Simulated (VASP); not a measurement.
# Li(111): what the settings do to the level below the vacuum, part 2 of 5

How far does the level below the vacuum of Li(111) depend on the numerical settings, and how far on the functional?

VASP 6.6.1, plane waves and PAW; the level of theory is named at each step.

So far, highest filled level below the vacuum (eV): step 2 (the base run) 2.78.

## Step 3: Another mesh, mesh points along a 3, k-mesh 3×3×1

Level of this step: PBEsol; plane waves and PAW (Li) (VASP).

The mesh decides how well the Fermi level or the band edge is found.

INCAR

```
SYSTEM = Li
PREC = Normal
ENCUT = 350
EDIFF = 1E-06
NELM = 120
ISMEAR = 1
SIGMA = 0.1
LREAL = .FALSE.
ALGO = Normal
GGA = PS
NBANDS = 16
LORBIT = 11
LWAVE = .FALSE.
LCHARG = .FALSE.
NCORE = 4
IDIPOL = 3
LDIPOL = .TRUE.
DIPOL = 0.5 0.5 0.5
LVHAR = .TRUE.
LVACPOTAV = .TRUE.
```

POSCAR

```
Li
1.0
    4.9356053327      0.0000000000      0.0000000000
    2.4678026663      4.2743596012      0.0000000000
    0.0000000000      0.0000000000     28.0747621974
Li
11
Direct
    0.6666666667      0.6666666667      0.3205726174
    0.0000000000      0.0000000000      0.3564580939
    0.3333333333      0.3333333333      0.3923435704
    0.6666666667      0.6666666667      0.4282290470
    0.0000000000      0.0000000000      0.4641145235
    0.3333333333      0.3333333333      0.5000000000
    0.6666666667      0.6666666667      0.5358854765
    0.0000000000      0.0000000000      0.5717709530
    0.3333333333      0.3333333333      0.6076564296
    0.6666666667      0.6666666667      0.6435419061
    0.0000000000      0.0000000000      0.6794273826
```

KPOINTS

```
Automatic mesh
0
Gamma
3 3 1
0 0 0
```

The projector-augmented-wave data sets are Li (PBE family, release 64).

Command:

```
mpirun -np 4 vasp_std
```

What it wrote:

```text
[banner, memory and clock lines left out]
running    4 mpi-ranks, on    1 nodes
 distrk:  each k-point on    4 cores,    1 groups
 distr:  one band on    4 cores,    1 groups

 POSCAR found type information on POSCAR Li
 POSCAR found :  1 types and      11 ions
 [... a notice as in an earlier step ...]

 LDA part: xc-table for (Slater+PW92), standard interpolation
 POSCAR, INCAR and KPOINTS ok, starting setup
 FFT: planning ... GRIDC
 FFT: planning ... GRID_SOFT
 FFT: planning ... GRID
 WAVECAR not read
 entering main loop
       N       E                     dE             d eps       ncg     rms          rms(c)
DAV:   1    -0.538920547403E+01   -0.53892E+01   -0.18218E+03    96   0.275E+02
DAV:   2    -0.213738090940E+02   -0.15985E+02   -0.14666E+02   136   0.429E+01
DAV:   3    -0.222940944156E+02   -0.92029E+00   -0.91161E+00   128   0.111E+01
DAV:   4    -0.223415487554E+02   -0.47454E-01   -0.47449E-01   168   0.277E+00
DAV:   5    -0.223423669541E+02   -0.81820E-03   -0.81819E-03   152   0.343E-01    0.235E+00
DAV:   6    -0.203586902387E+02    0.19837E+01   -0.53913E+00   104   0.413E+00    0.145E+00
DAV:   7    -0.201195025198E+02    0.23919E+00   -0.16784E+00   112   0.217E+00    0.598E-01
DAV:   8    -0.200207771785E+02    0.98725E-01   -0.24701E-01   112   0.116E+00    0.375E-01
DAV:   9    -0.199994042239E+02    0.21373E-01   -0.42697E-02   144   0.557E-01    0.187E-01
DAV:  10    -0.199871170662E+02    0.12287E-01   -0.31688E-02   128   0.382E-01    0.128E-01
DAV:  11    -0.199914591658E+02   -0.43421E-02   -0.10545E-02   136   0.201E-01    0.707E-02
DAV:  12    -0.199938373163E+02   -0.23782E-02   -0.73328E-03   120   0.172E-01    0.311E-02
DAV:  13    -0.199950786019E+02   -0.12413E-02   -0.47513E-04   128   0.673E-02    0.196E-02
DAV:  14    -0.199968498651E+02   -0.17713E-02   -0.64037E-04    96   0.637E-02    0.953E-03
DAV:  15    -0.199971177050E+02   -0.26784E-03   -0.68498E-05   128   0.315E-02    0.552E-03
DAV:  16    -0.199973744037E+02   -0.25670E-03   -0.65327E-05   112   0.220E-02    0.275E-03
DAV:  17    -0.199973985556E+02   -0.24152E-04   -0.69036E-06   104   0.782E-03    0.194E-03
DAV:  18    -0.199974060996E+02   -0.75440E-05   -0.11649E-05   120   0.597E-03    0.749E-04
DAV:  19    -0.199974219204E+02   -0.15821E-04   -0.58809E-07   120   0.192E-03    0.446E-04
DAV:  20    -0.199974421023E+02   -0.20182E-04   -0.17518E-06   112   0.215E-03    0.253E-04
DAV:  21    -0.199974471598E+02   -0.50575E-05   -0.47850E-07   104   0.105E-03    0.220E-04
DAV:  22    -0.199974479796E+02   -0.81978E-06   -0.61020E-08   112   0.483E-04
 [... a notice as in an earlier step ...]

   1 F= -.19997448E+02 E0= -.19989903E+02  d E =-.226355E-01
```

The job ended after 4.8 s (4 MPI ranks of Intel Xeon 6975P-C (Granite Rapids), shared host; peak memory 0.54 GiB).

From OUTCAR (step 3):

```text
 Found      3 irreducible k-points:

   k-points           NKPTS =      3   k-points in BZ     NKDIM =      3   number of bands    NBANDS=     16

   NELECT =      11.0000    total number of electrons

 E-fermi :  -1.6223

 k-point     1 :       0.0000    0.0000    0.0000
  band No.  band energies     occupation
      1      -4.8951      2.00000
      2      -4.4012      2.00000
      3      -3.6225      2.00000
      4      -2.5767      2.00000
      5      -1.5657      0.19233
      6      -0.4674     -0.00000
      7       0.6657      0.00000
      8       0.8668      0.00000
      9       0.8668      0.00000
    ...

 k-point     2 :       0.3333    0.0000    0.0000
  band No.  band energies     occupation
    ...
      2      -3.7032      2.00000
      3      -2.9199      2.00000
      4      -2.1281      2.00000
      5      -1.8769      2.00187
      6      -1.6205      0.96984
      7      -1.0672     -0.00000
      8      -0.8688     -0.00000
      9      -0.6447     -0.00000
     10      -0.2620     -0.00000
     11       0.1774     -0.00000
    ...

  Total       -1.0556707     -1.0556707     -1.4959601      0.0000000      0.0000000      0.0000000
  in kB       -2.8556928     -2.8556928     -4.0467189      0.0000000      0.0000000      0.0000000
  external PRESSURE =      -3.2527015 kB  Pullay stress =       0.0000000 kB

 POSITION                                       TOTAL-FORCE (eV/Angst)
 -----------------------------------------------------------------------------------
      4.93561      2.84957      9.00000        -0.000000     -0.000000     -0.001603
      0.00000      0.00000     10.00748         0.000000     -0.000000      0.277512
      2.46780      1.42479     11.01495         0.000000      0.000000     -0.021117
      4.93561      2.84957     12.02243         0.000000      0.000000     -0.114960
      0.00000      0.00000     13.02990        -0.000000     -0.000000     -0.067910
      2.46780      1.42479     14.03738         0.000000     -0.000000     -0.000000
      4.93561      2.84957     15.04486         0.000000      0.000000      0.067910
      0.00000      0.00000     16.05233         0.000000     -0.000000      0.114960
      2.46780      1.42479     17.05981         0.000000     -0.000000      0.021117
      4.93561      2.84957     18.06729        -0.000000      0.000000     -0.277512
      0.00000      0.00000     19.07476         0.000000      0.000000      0.001603
 -----------------------------------------------------------------------------------
    total drift:                                0.000000      0.000000      0.000000

  FREE ENERGIE OF THE ION-ELECTRON SYSTEM (eV)
  ---------------------------------------------------
  free  energy   TOTEN  =       -19.9974479796 eV

  energy  without entropy=      -19.9748124437  energy(sigma->0) =      -19.98990280

 vacuum level on the upper side and lower side of the slab         1.364         1.364

 total charge
# of ion       s       p       d       tot
------------------------------------------
    1        0.104   0.050   0.000   0.155
    2        0.111   0.081   0.000   0.192
    3        0.106   0.093   0.000   0.199
    4        0.114   0.094   0.000   0.208
    5        0.113   0.090   0.000   0.203
    6        0.106   0.096   0.000   0.202
    7        0.113   0.090   0.000   0.203
    8        0.114   0.094   0.000   0.208
    9        0.106   0.093   0.000   0.199
   10        0.111   0.081   0.000   0.192
   11        0.104   0.050   0.000   0.155
--------------------------------------------------
tot          1.204   0.913   0.000   2.117

[... 8 parts as in an earlier step ...]

[... 3 further parts left out ...]
```

This step gave:

```
free energy (TOTEN)                        : -20.00 eV
energy at zero smearing                    : -19.99 eV
Fermi energy                               : -1.622 eV
vacuum levels                              : 1.364, 1.364 eV
work functions of the upper and lower face : 2.986, 2.986 eV
highest filled level below the vacuum      : 2.986 eV
```

Force by atom:

```csv
atom,x (eV/Å),y (eV/Å),z (eV/Å),size
Li1,0.000,0.000,-0.002,0.002
Li2,0.000,0.000,0.278,0.278
Li3,0.000,0.000,-0.021,0.021
Li4,0.000,0.000,-0.115,0.115
Li5,0.000,0.000,-0.068,0.068
Li6,0.000,0.000,0.000,0.000
Li7,0.000,0.000,0.068,0.068
Li8,0.000,0.000,0.115,0.115
Li9,0.000,0.000,0.021,0.021
Li10,0.000,0.000,-0.278,0.278
Li11,0.000,0.000,0.002,0.002
```

Against the base run its depth below the vacuum changes by +0.21 eV and the energy by +2.6 meV an atom.

## Step 4: Another mesh, mesh points along a 3, k-mesh 3×3×1 (run 2)

INCAR is that of step 3.

POSCAR is that of step 3.

KPOINTS is that of step 3.

Command:

```
mpirun -np 4 vasp_std
```

What it wrote:

```text
[... set-up lines as in an earlier step ...]
 entering main loop
       N       E                     dE             d eps       ncg     rms          rms(c)
[... 22 cycles as in an earlier step ...]
 [... a notice as in an earlier step ...]

   1 F= -.19997448E+02 E0= -.19989903E+02  d E =-.226355E-01
```

Run time: 4.2 s. Hardware: 4 MPI ranks; peak memory 0.54 GiB; 14 s of CPU time.

From OUTCAR (step 4):

```text
[... 6 parts as in an earlier step ...]

[... 1 further part left out ...]
[key lines of the parts left out:]
E-fermi :  -1.6223
```

Against the base run its depth below the vacuum changes by +0.21 eV and the energy by +2.6 meV an atom.

## Step 5: Another mesh, mesh points along a 9, k-mesh 9×9×1

INCAR, as its differences from that of step 4:

```diff
@@ -14,3 +14,3 @@
 LCHARG = .FALSE.
-NCORE = 4
+KPAR = 4
 IDIPOL = 3
```

POSCAR is that of step 4.

KPOINTS

```
Automatic mesh
0
Gamma
9 9 1
0 0 0
```

Command:

```
mpirun -np 4 vasp_std
```

What it wrote:

```text
[banner, memory and clock lines left out]
running    4 mpi-ranks, on    1 nodes
[...]
[... a notice as in an earlier step ...]

 LDA part: xc-table for (Slater+PW92), standard interpolation
 POSCAR, INCAR and KPOINTS ok, starting setup
[...]
entering main loop
       N       E                     dE             d eps       ncg     rms          rms(c)
DAV:   1    -0.380592437034E+01   -0.38059E+01   -0.18243E+03   384   0.276E+02
DAV:   2    -0.211465555162E+02   -0.17341E+02   -0.15754E+02   576   0.459E+01
DAV:   3    -0.221759058434E+02   -0.10294E+01   -0.10127E+01   512   0.113E+01
DAV:   4    -0.222263827117E+02   -0.50477E-01   -0.50459E-01   616   0.285E+00
[...]
DAV:  21    -0.200170107275E+02   -0.38073E-05   -0.23241E-07   440   0.113E-03    0.112E-04
DAV:  22    -0.200170126251E+02   -0.18976E-05   -0.15678E-07   392   0.738E-04    0.407E-05
DAV:  23    -0.200170127193E+02   -0.94142E-07   -0.60411E-09   424   0.268E-04
 [... a notice as in an earlier step ...]

   1 F= -.20017013E+02 E0= -.20017406E+02  d E =0.117895E-02
```

Elapsed: 12 s, on 4 MPI ranks; peak memory 1.1 GiB; 48 s of CPU time.

OUTCAR, selected parts (step 5):

```text
  Total       -1.3790899     -1.3790899     -0.9280725      0.0000000     -0.0000000      0.0000000
  in kB       -3.7305734     -3.7305734     -2.5105271      0.0000000     -0.0000000      0.0000000
  external PRESSURE =      -3.3238913 kB  Pullay stress =       0.0000000 kB

 POSITION                                       TOTAL-FORCE (eV/Angst)
 -----------------------------------------------------------------------------------
      4.93561      2.84957      9.00000        -0.000000     -0.000000      0.020939
      0.00000      0.00000     10.00748        -0.000000      0.000000      0.196539
      2.46780      1.42479     11.01495        -0.000000     -0.000000     -0.086073
      4.93561      2.84957     12.02243        -0.000000     -0.000000     -0.092382
      0.00000      0.00000     13.02990         0.000000      0.000000      0.011082
      2.46780      1.42479     14.03738        -0.000000     -0.000000     -0.000000
      4.93561      2.84957     15.04486        -0.000000     -0.000000     -0.011082
      0.00000      0.00000     16.05233        -0.000000     -0.000000      0.092382
      2.46780      1.42479     17.05981        -0.000000     -0.000000      0.086073
      4.93561      2.84957     18.06729         0.000000      0.000000     -0.196539
      0.00000      0.00000     19.07476         0.000000      0.000000     -0.020939
 -----------------------------------------------------------------------------------
    total drift:                                0.000000      0.000000      0.000000

  FREE ENERGIE OF THE ION-ELECTRON SYSTEM (eV)
  ---------------------------------------------------
  free  energy   TOTEN  =       -20.0170127193 eV

  energy  without entropy=      -20.0181916725  energy(sigma->0) =      -20.01740570

[... 1 part as in an earlier step ...]

[... 2 further parts left out ...]
[key lines of the parts left out:]
E-fermi :  -1.5255
```

Against the base run its depth below the vacuum changes by +0.08 eV and the energy by +0.1 meV an atom.

## Step 6: Side by side

Times are for 4 MPI ranks of Intel Xeon 6975P-C (Granite Rapids), shared host. The series side by side:

```csv
no.,mesh points along a,highest filled level below the vacuum (eV),energy at zero smearing (eV),time,memory (GiB)
1,3,2.986,-19.99,4.8 s,0.54
2,3,2.986,-19.99,4.2 s,0.54
3,9,2.862,-20.02,12 s,1.1
```

## Step 7: Another vacuum, vacuum width 5

Too little vacuum lets the faces of neighbouring images overlap, and too much only costs plane waves.

INCAR is that of step 5.

POSCAR

```
Li
1.0
    4.9356053327      0.0000000000      0.0000000000
    2.4678026663      4.2743596012      0.0000000000
    0.0000000000      0.0000000000     15.0747621974
Li
11
Direct
    0.6666666667      0.6666666667      0.1658400953
    0.0000000000      0.0000000000      0.2326720763
    0.3333333333      0.3333333333      0.2995040572
    0.6666666667      0.6666666667      0.3663360381
    0.0000000000      0.0000000000      0.4331680191
    0.3333333333      0.3333333333      0.5000000000
    0.6666666667      0.6666666667      0.5668319809
    0.0000000000      0.0000000000      0.6336639619
    0.3333333333      0.3333333333      0.7004959428
    0.6666666667      0.6666666667      0.7673279237
    0.0000000000      0.0000000000      0.8341599047
```

KPOINTS

```
Automatic mesh
0
Gamma
6 6 1
0 0 0
```

Command:

```
mpirun -np 4 vasp_std
```

What it wrote:

```text
[... set-up lines as in an earlier step ...]
 entering main loop
       N       E                     dE             d eps       ncg     rms          rms(c)
DAV:   1    -0.101603482082E+02   -0.10160E+02   -0.19683E+03   224   0.302E+02
DAV:   2    -0.216082126350E+02   -0.11448E+02   -0.10314E+02   280   0.393E+01
DAV:   3    -0.221744198860E+02   -0.56621E+00   -0.55883E+00   304   0.838E+00
DAV:   4    -0.221856580721E+02   -0.11238E-01   -0.11235E-01   296   0.140E+00
DAV:   5    -0.221860113427E+02   -0.35327E-03   -0.35326E-03   312   0.239E-01    0.224E+00
DAV:   6    -0.203942397924E+02    0.17918E+01   -0.54034E+00   232   0.435E+00    0.127E+00
DAV:   7    -0.201699331314E+02    0.22431E+00   -0.80165E-01   272   0.210E+00    0.691E-01
DAV:   8    -0.200548472267E+02    0.11509E+00   -0.52232E-01   272   0.153E+00    0.302E-01
DAV:   9    -0.200478371562E+02    0.70101E-02   -0.12688E-01   248   0.859E-01    0.148E-01
DAV:  10    -0.200434463322E+02    0.43908E-02   -0.10850E-02   256   0.295E-01    0.566E-02
DAV:  11    -0.200436359027E+02   -0.18957E-03   -0.21285E-03   312   0.136E-01    0.191E-02
DAV:  12    -0.200436681171E+02   -0.32214E-04   -0.20523E-04   288   0.442E-02    0.915E-03
DAV:  13    -0.200436889768E+02   -0.20860E-04   -0.55778E-05   288   0.196E-02    0.397E-03
DAV:  14    -0.200436848106E+02    0.41662E-05   -0.92349E-06   272   0.802E-03    0.116E-03
DAV:  15    -0.200436848773E+02   -0.66652E-07   -0.20778E-06   304   0.413E-03
 -----------------------------------------------------------------------------
|                                                                             |
|           W    W    AA    RRRRR   N    N  II  N    N   GGGG   !!!           |
|           W    W   A  A   R    R  NN   N  II  NN   N  G    G  !!!           |
|           W    W  A    A  R    R  N N  N  II  N N  N  G       !!!           |
|           W WW W  AAAAAA  RRRRR   N  N N  II  N  N N  G  GGG   !            |
|           WW  WW  A    A  R   R   N   NN  II  N   NN  G    G                |
|           W    W  A    A  R    R  N    N  II  N    N   GGGG   !!!           |
|                                                                             |
|     The minimum charge density times volume of the cell along the axis      |
|     of the dipole correction is larger 1E-1, which could mean that your     |
|     workfunction is not accurate as there is no field free region in        |
|     your cell. Please consider either increasing the size of your cell      |
|     along the dipole correction (vacuum dimension) or perhaps               |
|     increasing the precision of your calculation.                           |
|                                                                             |
 -----------------------------------------------------------------------------

 [... a notice as in an earlier step ...]

   1 F= -.20043685E+02 E0= -.20045855E+02  d E =0.651093E-02
 -----------------------------------------------------------------------------
|                                                                             |
|           W    W    AA    RRRRR   N    N  II  N    N   GGGG   !!!           |
|           W    W   A  A   R    R  NN   N  II  NN   N  G    G  !!!           |
|           W    W  A    A  R    R  N N  N  II  N N  N  G       !!!           |
|           W WW W  AAAAAA  RRRRR   N  N N  II  N  N N  G  GGG   !            |
|           WW  WW  A    A  R   R   N   NN  II  N   NN  G    G                |
|           W    W  A    A  R    R  N    N  II  N    N   GGGG   !!!           |
|                                                                             |
|     The minimum charge density times volume of the cell along the axis      |
|     of the dipole correction is larger 1E-1, which could mean that your     |
|     workfunction is not accurate as there is no field free region in        |
|     your cell. Please consider either increasing the size of your cell      |
|     along the dipole correction (vacuum dimension) or perhaps               |
|     increasing the precision of your calculation.                           |
|                                                                             |
 -----------------------------------------------------------------------------

 [... a notice as in an earlier step ...]
```

The job ended after 4.4 s (4 MPI ranks; peak memory 0.71 GiB).

Parts of OUTCAR (step 7):

```text
   ENCUT  =  350.0 eV  25.72 Ry    5.07 a.u.   7.53  7.53 23.00*2*pi/ulx,y,z

   NELECT =      11.0000    total number of electrons

 E-fermi :  -0.4619

 k-point     1 :       0.0000    0.0000    0.0000
  band No.  band energies     occupation
      1      -3.8038      2.00000
      2      -3.2837      2.00000
      3      -2.5383      2.00000
      4      -1.2796      2.00000
      5      -0.7484      2.00039
      6       1.3618     -0.00000
      7       1.7551      0.00000
      8       1.9708      0.00000
      9       1.9708      0.00000
     10       2.0490      0.00000
    ...

  Total       -1.6486535     -1.6486535     -0.8487957      0.0000000     -0.0000000      0.0000000
  in kB       -8.3057341     -8.3057341     -4.2761386      0.0000000     -0.0000000      0.0000000
  external PRESSURE =      -6.9625356 kB  Pullay stress =       0.0000000 kB

 POSITION                                       TOTAL-FORCE (eV/Angst)
 -----------------------------------------------------------------------------------
      4.93561      2.84957      2.50000         0.000000     -0.000000     -0.079377
      0.00000      0.00000      3.50748         0.000000      0.000000      0.199979
      2.46780      1.42479      4.51495         0.000000      0.000000     -0.055511
      4.93561      2.84957      5.52243         0.000000      0.000000     -0.066944
      0.00000      0.00000      6.52990         0.000000      0.000000     -0.027976
      2.46780      1.42479      7.53738         0.000000      0.000000      0.000000
      4.93561      2.84957      8.54486         0.000000      0.000000      0.027976
      0.00000      0.00000      9.55233         0.000000      0.000000      0.066944
      2.46780      1.42479     10.55981        -0.000000      0.000000      0.055511
      4.93561      2.84957     11.56729        -0.000000     -0.000000     -0.199979
      0.00000      0.00000     12.57476        -0.000000     -0.000000      0.079377
 -----------------------------------------------------------------------------------
    total drift:                                0.000000      0.000000      0.000000

  FREE ENERGIE OF THE ION-ELECTRON SYSTEM (eV)
  ---------------------------------------------------
  free  energy   TOTEN  =       -20.0436848773 eV

  energy  without entropy=      -20.0501958116  energy(sigma->0) =      -20.04585519

[... 4 parts as in an earlier step ...]

[... 13 further parts left out ...]
```

Numbers from this step:

```
electronic cycles       : 15
free energy (TOTEN)     : -20.04 eV
energy at zero smearing : -20.05 eV
Fermi energy            : -0.4619 eV
```

Force by atom:

```csv
atom,x (eV/Å),y (eV/Å),z (eV/Å),size
Li1,0.000,0.000,-0.079,0.079
Li2,0.000,0.000,0.200,0.200
Li3,0.000,0.000,-0.056,0.056
Li4,0.000,0.000,-0.067,0.067
Li5,0.000,0.000,-0.028,0.028
Li6,0.000,0.000,0.000,0.000
Li7,0.000,0.000,0.028,0.028
Li8,0.000,0.000,0.067,0.067
Li9,0.000,0.000,0.056,0.056
Li10,0.000,0.000,-0.200,0.200
Li11,0.000,0.000,0.079,0.079
```

The program found no flat vacuum in this gap and printed no vacuum level, so no level below the vacuum can be given.

(Part 2 of 5 ends here.)

[Lines on the potential files, build, host, timing and source positions are cut from VASP's logs without a mark.]

[Logs are printed without paths, hosts, clocks, repeated set-up lines and the standing remarks that a program may print on its own settings, such as how far it seeks lower states.]

[Hosts, paths, dates, database ids (printed as entryN), source tags and the programs' standing remarks are cut or masked in the printed files.]

[In band tables of VASP the shares of atoms and orbitals are scaled to a sum of 1 inside the atoms' spheres.]

[Runs that stopped without an error message from VASP are left out.]
